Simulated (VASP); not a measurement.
Output of a VASP run:

File OSZICAR:
```
       N       E                     dE             d eps       ncg     rms          rms(c)
DAV:   1     0.207841360635E+02    0.20784E+02   -0.47797E+03  7204   0.142E+03
DAV:   2    -0.689420416846E+01   -0.27678E+02   -0.26586E+02  7132   0.165E+02
DAV:   3    -0.728084402120E+01   -0.38664E+00   -0.38607E+00  8020   0.259E+01
DAV:   4    -0.728433863557E+01   -0.34946E-02   -0.34943E-02  7872   0.215E+00
DAV:   5    -0.728442269078E+01   -0.84055E-04   -0.84055E-04  8006   0.292E-01    0.120E+01
DAV:   6    -0.636501154876E+01    0.91941E+00   -0.16053E+01  7371   0.677E+01    0.521E+00
DAV:   7    -0.612022555678E+01    0.24479E+00   -0.20931E+00  7420   0.234E+01    0.235E+00
DAV:   8    -0.609793436255E+01    0.22291E-01   -0.27891E-02 10097   0.197E+00    0.101E+00
DAV:   9    -0.609571760689E+01    0.22168E-02   -0.11470E-03 10330   0.310E-01    0.285E-01
DAV:  10    -0.609516941096E+01    0.54820E-03   -0.39155E-04  9741   0.167E-01    0.343E-02
DAV:  11    -0.609517082203E+01   -0.14111E-05   -0.80269E-06  8819   0.385E-02    0.262E-02
DAV:  12    -0.609517291204E+01   -0.20900E-05   -0.31881E-06  5238   0.186E-02    0.532E-03
DAV:  13    -0.609517324379E+01   -0.33175E-06   -0.45874E-07  3661   0.682E-03
   1 F= -.42892352E+01 E0= -.42893727E+01  d E =-.428924E+01  mag=     0.6040
       N       E                     dE             d eps       ncg     rms          rms(c)
DAV:   1    -0.716421928933E+01   -0.10690E+01   -0.20933E+01  7334   0.786E+01    0.100E+01
DAV:   2    -0.612715094050E+01    0.10371E+01   -0.13308E+01  7335   0.631E+01    0.328E+00
DAV:   3    -0.593850248681E+01    0.18865E+00   -0.12866E+00  7353   0.194E+01    0.150E+00
DAV:   4    -0.591313126954E+01    0.25371E-01   -0.16412E-02  8473   0.115E+00    0.776E-01
DAV:   5    -0.590747005840E+01    0.56612E-02   -0.81588E-03  9202   0.783E-01    0.243E-01
DAV:   6    -0.590764610348E+01   -0.17605E-03   -0.34588E-04  7901   0.278E-01    0.102E-01
DAV:   7    -0.590764933869E+01   -0.32352E-05   -0.11307E-05  9140   0.533E-02    0.435E-02
DAV:   8    -0.590764485645E+01    0.44822E-05   -0.21612E-06  5883   0.204E-02    0.435E-03
DAV:   9    -0.590764490302E+01   -0.46570E-07   -0.98966E-08  3554   0.393E-03
   2 F= -.42572888E+01 E0= -.42574665E+01  d E =0.319464E-01  mag=     0.5994
       N       E                     dE             d eps       ncg     rms          rms(c)
DAV:   1    -0.664783226135E+01   -0.74019E+00   -0.10216E+01  7285   0.590E+01    0.647E+00
DAV:   2    -0.618932473732E+01    0.45851E+00   -0.75538E+00  7366   0.419E+01    0.277E+00
DAV:   3    -0.606676594715E+01    0.12256E+00   -0.85910E-01  7351   0.160E+01    0.120E+00
DAV:   4    -0.605424197986E+01    0.12524E-01   -0.81341E-03  7996   0.923E-01    0.624E-01
DAV:   5    -0.605261505165E+01    0.16269E-02   -0.36345E-03  9414   0.509E-01    0.118E-01
DAV:   6    -0.605263625478E+01   -0.21203E-04   -0.83204E-05  7818   0.119E-01    0.617E-02
DAV:   7    -0.605266158601E+01   -0.25331E-04   -0.88303E-06  7725   0.509E-02    0.205E-02
DAV:   8    -0.605266323497E+01   -0.16490E-05   -0.63491E-07  4131   0.109E-02    0.486E-03
DAV:   9    -0.605266321566E+01    0.19309E-07   -0.13962E-07  3541   0.358E-03
   3 F= -.42984120E+01 E0= -.42985700E+01  d E =-.917682E-02  mag=     0.6020
```

### OUTCAR
```
------------------------ aborting loop because EDIFF is reached ----------------------------------------
  FORCE on cell =-STRESS in cart. coord.  units (eV):
  Direction    XX          YY          ZZ          XY          YZ          ZX
  --------------------------------------------------------------------------------------
  Total        1.7437940      1.7437940      1.7437940      0.0000000      0.0000000      0.0000000
  in kB      298.2116831    298.2116831    298.2116831      0.0000000      0.0000000      0.0000000
  external PRESSURE =      -1.7883169 kB  Pullay stress =     300.0000000 kB
  volume of cell :        9.37
      direct lattice vectors                 reciprocal lattice vectors
     0.000000000  1.673209693  1.673209693    -0.298826861  0.298826861  0.298826861
     1.673209693 -0.000000000  1.673209693     0.298826861 -0.298826861  0.298826861
     1.673209693  1.673209693  0.000000000     0.298826861  0.298826861 -0.298826861
 POSITION                                       TOTAL-FORCE (eV/Angst)
 -----------------------------------------------------------------------------------
      0.00000      0.00000      0.00000        -0.000000      0.000000     -0.000000
 -----------------------------------------------------------------------------------
    total drift:                                0.000000     -0.000000     -0.000000
  FREE ENERGIE OF THE ION-ELECTRON SYSTEM (eV)
  ---------------------------------------------------
  free  energy   TOTEN  =        -6.0526632157 eV

  energy  without entropy=       -6.0531370653  energy(sigma->0) =       -6.05282117
  enthalpy is  TOTEN    =        -4.2984120111 eV   P V=        1.7542512045

 total charge

# of ion       s       p       d       tot
------------------------------------------
    1        0.572   0.654   8.400   9.626

 magnetization (x)

# of ion       s       p       d       tot
------------------------------------------
    1       -0.006  -0.023   0.628   0.599

 reached required accuracy - stopping structural energy minimisation
```
(Selected blocks of OUTCAR.)

### POSCAR
```
Ni
1
    0.0000000000     1.6894839113     1.6894839113
    1.6894839113     0.0000000000     1.6894839113
    1.6894839113     1.6894839113     0.0000000000
Ni
1
Direct
  0.0000000000   0.0000000000   0.0000000000
```

Question: Write an INCAR and KPOINTS that could have produced this output.

Answer: This is not unique; one that fits is the input of the run itself, PBEsol GGA, plane waves, VASP's PBE PAW potentials (set 64).

**INCAR**
```
! general
SYSTEM  = Ni
PREC    = Accurate
ENCUT   = 500   ! plane-wave cut-off (eV)
LREAL   = .FALSE.
LASPH   = .TRUE.   ! aspherical one-centre terms

! electronic loop
EDIFF   = 1E-6
NELM    = 100   ! most electronic steps
ALGO    = Normal   ! blocked Davidson
LMAXMIX = 4

! smearing
ISMEAR  = 1   ! Methfessel-Paxton
SIGMA   = 0.1   ! width (eV)

! functional
GGA     = PS   ! PBEsol

! spin
ISPIN   = 2   ! spin-polarised
MAGMOM  = 0.6

! ions
IBRION  = 2   ! conjugate gradients
NSW     = 40
ISIF    = 3   ! ions, shape and volume
EDIFFG  = -0.02
PSTRESS = 300   ! kbar

! output
LWAVE   = .FALSE.
LCHARG  = .FALSE.
LORBIT  = 10
```

KPOINTS:
```
Automatic mesh
0
Gamma
 18 18 18
```

POTCAR, in this order: Ni (PBE.64 set). Program: vasp_std.

Energy and stress use the plane-wave basis of the starting cell.

The compound is Ni in the fcc structure. This run relaxes it under an external pressure of 30 GPa. Symmetry was kept, so distortions that lower it aren't found.
